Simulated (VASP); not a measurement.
The system is KLiMg6.

```
K Mg Li
1.0
     5.32785    0.00000    0.00000
     0.00000    3.37949    5.81675
     0.00000   -3.37949    5.81675
K Mg Li
1 6 1
Direct
  0.00000 0.82793 0.82793
  0.50000 0.16796 0.16796
  0.50000 0.65763 0.19341
  0.50000 0.19341 0.65763
  0.00000 0.33565 0.33565
  0.00000 0.82906 0.33190
  0.00000 0.33190 0.82906
  0.50000 0.65645 0.65645
```

The cell comes from a database or a generator and needn't be the stable form of this composition.

- Program: VASP 6.6.1
- Task: single point
- Functional: PBE
- Potentials or basis: VASP PAW PBE potentials, release 64 (K_sv, Mg, Li_sv)
- Cutoff: 520 eV
- k mesh: 5 × 5 × 5
- Occupations: fermi-dirac, width 0.05 eV
- Spin: no spin polarisation

On this cell: largest force 0.067 eV/Å; band gap on the k mesh none (metal or under the smearing width).

The same run follows on a disturbed copy (atoms moved at random, drawn with an rms of 0.05 Å):

```
K Mg Li
1.0
     5.32785    0.00000    0.00000
     0.00000    3.37949    5.81675
     0.00000   -3.37949    5.81675
K Mg Li
1 6 1
Direct
  0.00555 0.82808 0.82863
  0.49898 0.18194 0.16105
  0.49800 0.66212 0.19382
  0.50210 0.18979 0.65630
  0.99833 0.33657 0.34310
  0.00562 0.83444 0.33764
  0.99994 0.33510 0.83287
  0.50283 0.64545 0.66021
```

What changes?

The energy (extrapolated to zero smearing) moves by +1.6 meV/atom; largest force 0.148 eV/Å; band gap on the k mesh none (metal or under the smearing width).

Forces on the atoms (eV/Å):
```
K   -0.061 -0.079  0.080
Mg   0.019 -0.085 -0.011
Mg   0.076 -0.039  0.061
Mg  -0.006  0.044  0.095
Mg   0.013  0.075  0.017
Mg  -0.060  0.061 -0.121
Mg   0.010 -0.030 -0.107
Li   0.010  0.054 -0.012
```
